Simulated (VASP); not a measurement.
Runs of VASP 6.6.1 on Si. The structure is cubic, space group Fd-3m (No. 227). Conventional cell: a = 5.431 Å, b = 5.431 Å, c = 5.431 Å, α = 90.00°, β = 90.00°, γ = 90.00°. Around Si (site symmetry -43m) lie 4 Si at 2.35 Å. The cell was built by a generator and needn't be a form met in nature.

| task | level | cell | cutoff (eV) | gap on the mesh (eV) | pressure (GPa) | relaxed volume (Å³/atom) |
| --- | --- | --- | --- | --- | --- | --- |
| relaxation of cell and atoms | PBE | relaxed | 600 | 0.61 | 0.0 | (a) |
| relaxation of cell and atoms | PBE+D3(BJ) | relaxed | 600 | 0.56 | 0.0 | 19.90 |
| single point | PBE+D3(BJ) | Fd-3m, 19.92 Å³/atom | 520 | 0.56 | -0.1 | - |
| single point | PBE | Fd-3m, 20.46 Å³/atom | 520 | 0.61 | -0.1 | - |

Alike in all rows: potentials or basis VASP PAW PBE potentials, release 64 (Si); no spin polarisation; k mesh 14 × 14 × 14; smearing gaussian 0.02 eV.

Problem. Estimate the missing entries.

Solution. (a) 20.44.

A k mesh can miss the band edges.
